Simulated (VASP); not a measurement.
# A point defect in a supercell of TiAl3

Aim: the formation energy and local structure of a point defect in TiAl3. The start is a computed cell from the Materials Project.

Program: VASP 6.6.1. Level of theory: r2SCAN; plane waves and PAW (Ti, Al), in the first sound run; inputs show where later runs differ. Results are calculated unless marked as measured.

## Step 1: The host crystal

Symmetry: I4/mmm, No. 139, tetragonal system. Conventional cell: a = 3.822 Å, b = 3.822 Å, c = 8.561 Å, α = 90.00°, β = 90.00°, γ = 90.00°. Nearest to Ti lie 12 Al at 2.70 to 2.87 Å. Nearest to Al lie 8 Al at 2.70 to 2.87 Å and 4 Ti at 2.87 Å. Nearest to Al lie 4 Ti at 2.70 Å and 8 Al at 2.87 Å. Farther neighbours are not listed.

As a file:

```xyz
4
Lattice="-1.9111 1.9111 4.2807 1.9111 -1.9111 4.2807 1.9111 1.9111 -4.2807" Properties=species:S:1:pos:R:3 pbc="T T T"
Ti    0.0000    0.0000    0.0000
Al    1.9111    0.0000    2.1403
Al    0.0000    1.9111    2.1403
Al    0.0000    0.0000    4.2807
```

## Step 2: The host at zero pressure

Cell and atoms are relaxed first, so that later runs start from this functional's own cell.

Contents of INCAR:

```
SYSTEM = TiAl3
PREC = Accurate
ENCUT = 400
EDIFF = 1E-06
NELM = 120
ISMEAR = 1
SIGMA = 0.15
LREAL = .FALSE.
ALGO = Normal
METAGGA = R2SCAN
LASPH = .TRUE.
NBANDS = 12
LORBIT = 11
LWAVE = .FALSE.
LCHARG = .FALSE.
KPAR = 4
IBRION = 2
NSW = 40
ISIF = 3
EDIFFG = -0.02
POTIM = 0.4
```

Contents of POSCAR:

```
TiAl3
1.0
   -1.9111067713      1.9111067713      4.2806687947
    1.9111067713     -1.9111067713      4.2806687947
    1.9111067713      1.9111067713     -4.2806687947
Ti Al
1 3
Direct
    0.0000000000      0.0000000000      0.0000000000
    0.2500000000      0.7500000000      0.5000000000
    0.7500000000      0.2500000000      0.5000000000
    0.5000000000      0.5000000000      0.0000000000
```

Contents of KPOINTS:

```
Automatic mesh
0
Gamma
9 9 9
0 0 0
```

The projector-augmented-wave data sets are Ti and Al (PBE family, release 64).

On the command line:

```
$ mpirun -np 4 vasp_std
```

What it wrote:

```text
[banner, memory and clock lines left out]
running    4 mpi-ranks, on    1 nodes
 distrk:  each k-point on    1 cores,    4 groups
 distr:  one band on    1 cores,    1 groups

 POSCAR found type information on POSCAR TiAl
 POSCAR found :  2 types and       4 ions
|                                                                             |
|               ----> ADVICE to this user running VASP <----                  |
|                                                                             |
|     You enforced a specific xc type in the INCAR file but a different       |
|     [... a line on the potential file left out ...]
|     I HOPE YOU KNOW WHAT YOU ARE DOING!                                     |
|                                                                             |

 LDA part: xc-table for (None), standard interpolation
 POSCAR, INCAR and KPOINTS ok, starting setup
 FFT: planning ... GRIDC
 FFT: planning ... GRID_SOFT
 FFT: planning ... GRID
 WAVECAR not read
 entering main loop
       N       E                     dE             d eps       ncg     rms          rms(c)
DAV:   1     0.103402990898E+02    0.10340E+02   -0.42356E+03  1808   0.732E+02
DAV:   2    -0.346162803420E+02   -0.44957E+02   -0.42070E+02  1844   0.137E+02
DAV:   3    -0.369161909730E+02   -0.22999E+01   -0.22455E+01  2508   0.303E+01
DAV:   4    -0.369495208550E+02   -0.33330E-01   -0.33279E-01  2144   0.369E+00
DAV:   5    -0.369501872731E+02   -0.66642E-03   -0.66635E-03  2348   0.580E-01    0.144E+01
DAV:   6    -0.352594851345E+02    0.16907E+01   -0.16339E+01  2588   0.300E+01    0.560E+00
DAV:   7    -0.349393085522E+02    0.32018E+00   -0.57688E+00  2528   0.223E+01    0.495E+00
DAV:   8    -0.348600062754E+02    0.79302E-01   -0.11135E+00  2580   0.102E+01    0.156E+00
DAV:   9    -0.348168959347E+02    0.43110E-01   -0.26785E-01  2532   0.483E+00    0.177E-01
DAV:  10    -0.348173716776E+02   -0.47574E-03   -0.89231E-03  2568   0.893E-01    0.128E-01
DAV:  11    -0.348172459744E+02    0.12570E-03   -0.44406E-04  2556   0.192E-01    0.525E-02
DAV:  12    -0.348172342382E+02    0.11736E-04   -0.42392E-05  2732   0.516E-02    0.191E-02
DAV:  13    -0.348172338450E+02    0.39329E-06   -0.17255E-06  1668   0.965E-03
   1 F= -.34817234E+02 E0= -.34817569E+02  d E =-.348172E+02
 curvature:   0.00 expect dE= 0.000E+00 dE for cont linesearch  0.000E+00
 trial: gam= 0.00000 g(F)=  0.389E-48 g(S)=  0.687E-03 ort = 0.000E+00 (trialstep = 0.100E+01)
 search vector abs. value=  0.687E-03
 bond charge predicted
       N       E                     dE             d eps       ncg     rms          rms(c)
DAV:   1    -0.348175523321E+02   -0.31809E-03   -0.60634E-03  1860   0.766E-01    0.138E-01
DAV:   2    -0.348175632017E+02   -0.10870E-04   -0.19726E-04  2252   0.146E-01    0.512E-02
DAV:   3    -0.348175566898E+02    0.65119E-05   -0.91907E-05  2552   0.868E-02    0.431E-02
DAV:   4    -0.348175537024E+02    0.29874E-05   -0.27500E-05  2604   0.527E-02    0.911E-03
DAV:   5    -0.348175547931E+02   -0.10907E-05   -0.31857E-06  2168   0.160E-02    0.517E-03
DAV:   6    -0.348175545499E+02    0.24319E-06   -0.38636E-07  1068   0.651E-03
   2 F= -.34817555E+02 E0= -.34817885E+02  d E =-.320705E-03
 trial-energy change:   -0.000321  1 .order   -0.000267   -0.000687    0.000154
 step:   0.8627(harm=  0.8169)  dis= 0.00000  next Energy=   -34.817565 (dE=-0.331E-03)
 reached required accuracy - stopping structural energy minimisation
```

Wall time 4 min (4 MPI ranks of AMD EPYC 7R43, shared host); peak memory 0.78 GiB; 16 min of CPU time.

Lines that name or quote the potential files are left out of all logs, and their timing lines are given in words.

OUTCAR, selected parts (step 2):

```text
ion  position               nearest neighbor table
   1  0.000  0.000  0.000-   4 2.70   4 2.70   4 2.70   4 2.70   3 2.87   2 2.87   3 2.87   2 2.87
                             3 2.87   3 2.87   2 2.87   2 2.87
   2  0.250  0.750  0.500-   3 2.70   3 2.70   3 2.70   3 2.70   4 2.87   1 2.87   4 2.87   4 2.87
                             1 2.87   1 2.87   4 2.87   1 2.87
   3  0.750  0.250  0.500-   2 2.70   2 2.70   2 2.70   2 2.70   4 2.87   1 2.87   4 2.87   1 2.87
                             4 2.87   4 2.87   1 2.87   1 2.87
   4  0.500  0.500  0.000-   1 2.70   1 2.70   1 2.70   1 2.70   3 2.87   2 2.87   3 2.87   3 2.87
                             2 2.87   2 2.87   3 2.87   2 2.87

  LATTYP: Found a body centered tetragonal cell.
 ALAT       =     3.8222135426
 C/A-ratio  =     2.2398899208

 Subroutine GETGRP returns: Found 16 space group operations
 (whereof 16 operations were pure point group operations)

The static configuration has the point symmetry D_4h.

 Found     75 irreducible k-points:

   k-points           NKPTS =     75   k-points in BZ     NKDIM =     75   number of bands    NBANDS=     12

   dimension x,y,z NGX =    36 NGY =   36 NGZ =   36
   dimension x,y,z NGXF=    72 NGYF=   72 NGZF=   72

   ENCUT  =  400.0 eV  29.40 Ry    5.42 a.u.   8.26  8.26  8.26*2*pi/ulx,y,z

   NELECT =      13.0000    total number of electrons

 k-points in reciprocal lattice and weights: Automatic mesh
   0.00000000  0.00000000  0.00000000       0.001
   0.11111111  0.00000000  0.00000000       0.011
   0.22222222  0.00000000  0.00000000       0.011
   0.33333333 -0.00000000  0.00000000       0.011
   0.44444444  0.00000000  0.00000000       0.011
   0.11111111  0.11111111  0.00000000       0.011
   0.22222222  0.11111111  0.00000000       0.022
   0.33333333  0.11111111  0.00000000       0.022
   0.44444444  0.11111111  0.00000000       0.022
[...]
-0.44444444  0.44444444  0.44444444       0.005
  -0.44444444 -0.44444444  0.44444444       0.003

 average (electrostatic) potential at core
       1 -26.1343       2 -75.7881       3 -75.7881       4 -75.8742

 E-fermi :   6.9003

 k-point     1 :       0.0000    0.0000    0.0000
  band No.  band energies     occupation
    ...
      2       3.9458      2.00000
      3       4.0251      2.00000
      4       5.4469      2.00000
      5       5.5912      2.00000
      6       5.5912      2.00000
      7       7.7488     -0.00000
      8       8.6838     -0.00000
      9       8.6838     -0.00000
     10       9.0854     -0.00000
     11       9.8657     -0.00000
    ...

 k-point     2 :       0.1111    0.0000    0.0000
  band No.  band energies     occupation
    ...
      2       3.3008      2.00000
      3       4.5828      2.00000
      4       5.0720      2.00000
      5       5.4093      2.00000
      6       5.6909      2.00000
      7       7.2951     -0.00126
      8       8.3480     -0.00000
      9       8.9671     -0.00000
     10       9.2209     -0.00000
     11      10.2153      0.00000
    ...

 k-point     3 :       0.2222    0.0000    0.0000
  band No.  band energies     occupation
    ...
      3       3.7243      2.00000
      4       4.7956      2.00000
      5       5.8091      2.00000
      6       5.9169      2.00000
      7       6.8092      1.84671
      8       8.0593     -0.00000
      9       9.0026     -0.00000
     10       9.7672     -0.00000
     11      10.6092      0.00000
     12      11.3857      0.00000

  Total        0.0357287      0.0357287      0.0320315      0.0000000     -0.0000000      0.0000000
  in kB        0.9194279      0.9194279      0.8242858      0.0000000     -0.0000000      0.0000000
  external PRESSURE =       0.8877139 kB  Pullay stress =       0.0000000 kB

  energy-cutoff  :      400.00
  volume of cell :       62.26
      direct lattice vectors                 reciprocal lattice vectors
    -1.908114603  1.908114603  4.275045763     0.000000000  0.262038768  0.116957812
     1.908114603 -1.908114603  4.275045763     0.262038768  0.000000000  0.116957812
     1.908114603  1.908114603 -4.275045763     0.262038768  0.262038768  0.000000000

 POSITION                                       TOTAL-FORCE (eV/Angst)
 -----------------------------------------------------------------------------------
      0.00000      0.00000     -0.00000         0.000000     -0.000000      0.000000
      1.90811      0.00000      2.13752        -0.000000      0.000000      0.000000
      0.00000      1.90811      2.13752        -0.000000     -0.000000     -0.000000
      0.00000      0.00000      4.27505         0.000000     -0.000000      0.000000
 -----------------------------------------------------------------------------------
    total drift:                               -0.000000      0.000000      0.000000

  FREE ENERGIE OF THE ION-ELECTRON SYSTEM (eV)
  ---------------------------------------------------
  free  energy   TOTEN  =       -34.8175545499 eV

  energy  without entropy=      -34.8185456571  energy(sigma->0) =      -34.81788492

 reached required accuracy - stopping structural energy minimisation

 total charge
# of ion       s       p       d       tot
------------------------------------------
    1        0.401   0.591   2.573   3.566
    2        0.405   0.423   0.000   0.828
    3        0.405   0.423   0.000   0.828
    4        0.443   0.393   0.000   0.836
--------------------------------------------------
tot          1.653   1.831   2.573   6.058

[... 3 further parts left out ...]
```

CONTCAR:

```
TiAl3
   1.00000000000000
    -1.9081146033206176    1.9081146033206176    4.2750457627027361
     1.9081146033206176   -1.9081146033206176    4.2750457627027361
     1.9081146033206176    1.9081146033206176   -4.2750457627027361
  Ti              Al
     1     3
Direct
     0.0000000000000000    0.0000000000000000    0.0000000000000000
     0.2500000000000000    0.7500000000000000    0.5000000000000000
     0.7500000000000000    0.2500000000000000    0.5000000000000000
     0.5000000000000000    0.5000000000000000    0.0000000000000000
```

This run has no spin polarisation. Its electron count is odd, so without a moment it is a metal by construction. The PAW data sets were made with PBE, which is usual practice but a small mismatch for other functionals. The data set Ti keeps the semicore shell frozen, which is cheaper and a little less accurate. The run keeps the 16 symmetry operations of its start, so it cannot find a distortion of lower symmetry.

Relaxation path:

```
step  energy less that of the first step (eV)  largest force (eV/Å)  pressure (GPa)  volume (Å³)
   1                                   0.0000                0.0000           -0.39        62.54
   2                                  -0.0003                0.0000            0.09        62.26
```

```
conventional cell, symmetrised  before  after  change
                         a (Å)   3.822  3.816  -0.2 %
                         b (Å)   3.822  3.816  -0.2 %
                         c (Å)   8.561  8.550  -0.1 %
              volume (Å³/atom)   15.63  15.57  -0.4 %
```

Final coordinates:

```cif
data_structure
_symmetry_space_group_name_H-M 'P 1'
_symmetry_Int_Tables_number 1
_cell_length_a 5.0555
_cell_length_b 5.0555
_cell_length_c 5.0555
_cell_angle_alpha 135.650
_cell_angle_beta 135.650
_cell_angle_gamma 64.522
_cell_volume 62.26
loop_
_atom_site_label
_atom_site_type_symbol
_atom_site_fract_x
_atom_site_fract_y
_atom_site_fract_z
_atom_site_occupancy
Ti1 Ti 0.00000 0.00000 0.00000 1
Al2 Al 0.25000 0.75000 0.50000 1
Al3 Al 0.75000 0.25000 0.50000 1
Al4 Al 0.50000 0.50000 0.00000 1
```

This step gave:

| Quantity | Value |
| --- | --- |
| electronic cycles | 19 |
| electrons | 13 |
| free energy (TOTEN) | -34.82 eV |
| energy at zero smearing | -34.82 eV |
| Fermi energy | 6.900 eV |
| labelled metallic, from the levels on this mesh | yes |

The run ended after 2 ionic steps, 0.000 eV below its first step, once forces and stress met EDIFFG = -0.02.

[end of part 1 of 4]

[Lines on the potential files, build, host, timing and source positions are cut from VASP's logs without a mark.]

[Logs are printed without paths, hosts, clocks, repeated set-up lines and the standing remarks that a program may print on its own settings, such as how far it seeks lower states.]

[Hosts, paths, dates, database ids (printed as entryN), source tags and the programs' standing remarks are cut or masked in the printed files.]

[In band tables of VASP the shares of atoms and orbitals are scaled to a sum of 1 inside the atoms' spheres.]

[Runs that stopped without an error message from VASP are left out.]
